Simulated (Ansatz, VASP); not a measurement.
# Cross-check of Na3Y between VASP and Ansatz

One calculation is typed for both programs; each brings its own data sets. How far apart do they land? The cell is generated by rule, not measured, and may not be a known phase. The cell is taken from a series of runs on this material, whose earlier steps may have relaxed, scaled, displaced or heated it; both programs get it as it stands.

Main program and level: Ansatz 0.2.0; plane waves, with VASP 6.6.1 beside it; zone-centre phonons at PBEsol.

The structure was built from a prototype and need not be the compound's stable phase.

## (1) The structure

The structure is orthorhombic, space group Pmmm (No. 47). The conventional cell has a = 3.388 Å, b = 5.320 Å, c = 7.404 Å, α = 90.00°, β = 90.00°, γ = 90.00°. Na has 8 Na at 3.39 to 3.75 Å and 4 Y at 3.65 Å nearest. Na has 10 Na at 3.39 to 3.67 Å and 2 Y at 3.70 Å nearest. Nearest to Y lie 2 Y at 3.39 Å and 10 Na at 3.65 to 3.70 Å. Farther neighbours are not listed.

## (2) Ansatz: zone-centre phonons, PBEsol

Ansatz runs on its default PAW (the set named soft_2) files.

Second derivatives magnify differences that forces hide, and they need a tight electronic threshold.

The input, input.yaml:

```yaml
crystal:
  lattice:
    - [3.3884218203, 0.0, 0.0]
    - [0.0, 5.3196267502, 0.0]
    - [0.0, 0.0, 7.4042062523]
  atoms:
    - { symbol: Na, position: [0.0, 0.5, 0.2469638703] }
    - { symbol: Na, position: [0.0, 0.5, 0.7530361297] }
    - { symbol: Na, position: [0.5, 0.0, 0.5] }
    - { symbol: "Y", position: [0.5, 0.0, 0.0] }
kpoints:
  mp_grid: { grid: [10, 8, 6] }
hamiltonian:
  xc: pbesol
scf:
  occupations: { method: methfessel_paxton, width: 0.15 }
output:
  eigenvalues: true
phonons:
  method: dfpt
```

Run with:

```sh
$ ansatz run input.yaml --threads 4 --pin off --max-ram 7168MiB --backend cpu --events-out ev --progress --plain --runs-dir out
```

Numbers of over 12 decimals in the logs are rounded to 6 here.

The program printed:

```text
zone centre: on kpoints.mp_grid the ground state, and the responses unless they are solved on pairs of k-points, stand on 120 of the mesh's 480 k-points, reduced under 4 symmetry operations, with k and −k counted as one. Each operation leaves every solved displacement unchanged or reverses it
Engine: ansatz 0.2.0, aarch64-unknown-linux-gnu
Pseudopotentials: kind: paw
Pseudopotential: Na, paw, valence charge 9, recommended cutoff 420 eV (normal), Na.paw.azcp
Pseudopotential: Y, paw, valence charge 11, recommended cutoff 420 eV (normal), Y.paw.azcp
Functional definition: PBEsol
  exchange = pbesol_x
  correlation = pbesol_c
Crystal: 4 atoms, lattice volume = 133.462 Å³
Basis set: ecut = 420 eV, 2627 PW (Γ), exchange–correlation on 48×72×100 points (8 copies of the dense FFT grid, shifted against one another)
Bands: 23, of which v1, the nominal top of the filled ones, is band 19 counted from 1 (18 counted from 0)
Symmetry: 8 space group operations
k-points: 120 of 480 (irreducible under 4 space group operations, time reversal used)
Non-local potential: Na, projectors of the file, l = 0: 3, l = 1: 2, l = 2: 1
Non-local potential: Y, projectors of the file, l = 0: 3, l = 1: 2, l = 2: 2, l = 3: 1
PAW form: soft (Blöchl's): semilocal exchange-correlation on the pseudo side does not see the compensation charge
PAW frozen core: Na, regenerated for the run's functional, and the local potential with it (the file was generated under x = pbe(κ = 0.804, μ = 0.219515), c = pbe(β = 0.066725))
PAW frozen core: Y, regenerated for the run's functional, and the local potential with it (the file was generated under x = pbe(κ = 0.804, μ = 0.219515), c = pbe(β = 0.066725))
PAW one-centre angular grid: Na, 110 points (default); XC on 64 Gauss nodes
PAW one-centre angular grid: Y, 590 points (default); XC on 64 Gauss nodes
Initial density: superposition of atomic densities (neutral atoms: chi_scale 0, normalization atom), corrected by the library's trained network
Initial wavefunctions: pseudopotential atomic-orbital guess
Functional: x = pbesol(κ = 0.804, μ = 0.123457), c = pbesol(β = 0.046)
SCF iter   1: F=—  HF=-8221.618981 eV  |F-HF|=—  |Δ(HF+E_count)|=         —  Δρ=3.54e-3  dr2=4.99e-2  ethr=1.77e-3  ⟨swp⟩=4.6  Hψ=10070  notcnv=0
preconditioner: auto → Kerker (q_TF=auto, 2.213 Å⁻¹)  [metal: Δε(μ)=0.010 eV  Ē_g=2.229 eV  σ=0.150 eV  W_gap=0.06  n_scr=24 (ndim 8)  ℏωp=7.9 eV  f_vac=0.000  D(μ)=3.09/eV (n_scr^D=16)]
SCF iter   2: F=—  HF=-8221.613320 eV  |F-HF|=—  |Δ(HF+E_count)|=   5.66e-3  S|Δr|=    0.00e0  Δρ=1.78e-3  dr2=1.57e-2  ethr=1.31e-4  ⟨swp⟩=1.0  Hψ=3720  notcnv=0
SCF iter   3: F=—  HF=-8221.611510 eV  |F-HF|=—  |Δ(HF+E_count)|=   1.81e-3  S|Δr|=    0.00e0  Δρ=4.99e-4  dr2=1.29e-3  ethr=4.13e-5  ⟨swp⟩=1.8  Hψ=2931  notcnv=0
SCF iter   4: F=—  HF=-8221.611325 eV  |F-HF|=—  |Δ(HF+E_count)|=   1.84e-4  S|Δr|=    0.00e0  Δρ=1.87e-4  dr2=1.77e-4  ethr=3.40e-6  ⟨swp⟩=2.0  Hψ=3002  notcnv=0
SCF iter   5: F=—  HF=-8221.611287 eV  |F-HF|=—  |Δ(HF+E_count)|=   3.83e-5  S|Δr|=    0.00e0  Δρ=6.11e-5  dr2=1.19e-5  ethr=4.66e-7  ⟨swp⟩=2.0  Hψ=3082  notcnv=0
SCF iter   6: F=—  HF=-8221.611282 eV  |F-HF|=—  |Δ(HF+E_count)|=   5.42e-6  S|Δr|=    0.00e0  Δρ=1.80e-5  dr2=7.14e-7  ethr=3.12e-8  ⟨swp⟩=2.0  Hψ=3273  notcnv=0
SCF iter   7: F=—  HF=-8221.611282 eV  |F-HF|=—  |Δ(HF+E_count)|=   6.16e-7  S|Δr|=    0.00e0  Δρ=4.49e-6  dr2=3.55e-8  ethr=1.88e-9  ⟨swp⟩=2.0  Hψ=3151  notcnv=0
SCF iter   8: F=—  HF=-8221.611282 eV  |F-HF|=—  |Δ(HF+E_count)|=  2.46e-10  S|Δr|=    0.00e0  Δρ=2.33e-6  dr2=5.02e-9  ethr=9.35e-11  ⟨swp⟩=2.1  Hψ=4991  notcnv=0
SCF iter   9: F=—  HF=-8221.611282 eV  |F-HF|=—  |Δ(HF+E_count)|=   1.88e-9  S|Δr|=    0.00e0  Δρ=5.35e-7  dr2=4.58e-10  ethr=1.32e-11  ⟨swp⟩=2.0  Hψ=4320  notcnv=0
SCF iter  10: F=—  HF=-8221.611282 eV  |F-HF|=—  |Δ(HF+E_count)|=  5.46e-12  S|Δr|=    0.00e0  Δρ=1.48e-7  dr2=4.89e-11  ethr=1.20e-12  ⟨swp⟩=2.4  Hψ=4788  notcnv=0
SCF iter  11: F=-8221.611282 eV  HF=-8221.611282 eV  |F-HF|=3.64e-12  |Δ(HF+E_count)|=    0.00e0  S|Δr|=    0.00e0  Δρ=3.50e-8  dr2=3.50e-12  ethr=1.00e-12  ⟨swp⟩=5.0  Hψ=10651  notcnv=0
SCF 1 converged in 11 iterations: F = -8221.611282 eV  dr2 = 3.50e-12
  greatest PAW one-centre occupation: 0.999 electrons in one spin orbital (limit 2), on the Na atom at site 1 (counted from 0), in its partial waves of l = 0
DFPT response loops at Γ: preconditioner auto → Kerker (q_TF=auto, 2.213 Å⁻¹) (partly filled bands, converged f_vac=0.000); β = 1.00, the filter's whole step (`scf.mixing.beta` (0.50) is not read by the response loops under this deck's `scf.mixing.preconditioner`; to damp them name `kerker` or `kerker_dos`, under which they read `scf.mixing.beta`, and type it under 1.00, their step now; both keys bind the ground state too); Broyden in place of MSR1
SCF converged after 11 iterations
Stability not checked: this state was not tested for a lower state beside it, because cold or Methfessel-Paxton smearing, or corrected tetrahedra, fill the levels in a way that the test cannot read (fill_not_monotonic; see scf.lower_state_search)
Free energy (F): -8221.611282 eV
Harris-Foulkes:  -8221.611282 eV  (|F-HF|=3.64e-12)
Internal energy: -8221.612967 eV  (E = F + TS)
E sigma→0 (E₀):  -8221.611703 eV
Entropy (-TS):   0.001684 eV (0.421 meV/atom)
Fermi energy:    3.802150 eV
--- Per-component energies (eV) ---
  E_band       = -839.703461
  E_kinetic    = 664.066989
  E_local      = -4878.244131  (includes V_loc(G=0)·N_el)
  E_nonlocal   = 399.953781
  E_hartree    = 1744.453244
  E_xc         = -283.611435
  E_vxc        = -342.784845  (∫ρ·V_xc dr)
  E_paw        = -3533.709828  (= ΣΔE_a)
  E_vpaw       = -171.601626  (= ΣTr[D̂ρ^β])
  E_aug_tail   = -0.000075  (compensation charges beyond the density's cutoff)
  E_ewald      = -2334.834367
  E_core_change = 0.312854  (= ΣΔE_core)
  E_smearing   = 0.001684  (= −TS)
  E_closure    = 0.000000  (closes the sum)
  Σ components = -8221.611282   (vs F -8221.611282, Δ=0.00e0)
--- Band table (eV; the first three rows and the last of 120) ---
  k-point 0: bands = [... 15 lower, -19.2155, 0.0008, 2.4780, 3.0702, 3.4782, 4.5695, 5.1246, 5.3057]
  k-point 1: bands = [... 15 lower, -19.2155, 0.0754, 2.0273, 3.4042, 3.5309, 4.4958, 5.3044, 5.4468]
  k-point 2: bands = [... 15 lower, -19.2155, 0.2792, 1.4487, 3.4777, 3.8239, 4.3883, 5.7168, 5.7850]
  k-point 119: bands = [... 15 lower, -19.5746, 3.1499, 3.4778, 4.4610, 4.6056, 5.2274, 5.2849, 5.8833]
--- Phonons (Γ-DFPT): 9 representative perturbations + reference, on 120 of 480 k-points (Σ response iterations 27) ---
  k mesh reduced under 4 symmetry operations, with k and −k counted as one. Each operation leaves every solved displacement unchanged or reverses it
  ASR residual: 4.028e-5 → 0.000e0 eV/Å²; symmetrization residual: 6.701e-6 eV/Å²
  ASR residual per site (eV/Å²): 2.11e-5 2.11e-5 4.03e-5 3.74e-5
  Γ frequencies (cm⁻¹): 0.00 0.00 0.00 24.25 79.20 102.75 104.52 107.60 125.73 129.79 130.27 156.89
  non-analytic LO–TO correction: not included (Born effective charges unavailable; polar crystals: no LO–TO splitting at Γ)
```

(Continued in part 2 of 3.)

[Lines on the potential files, build, host, timing and source positions are cut from VASP's logs without a mark.]

[Logs are printed without paths, hosts, clocks, repeated set-up lines and the standing remarks that a program may print on its own settings, such as how far it seeks lower states.]

[Hosts, paths, dates, database ids (printed as entryN), source tags and the programs' standing remarks are cut or masked in the printed files.]
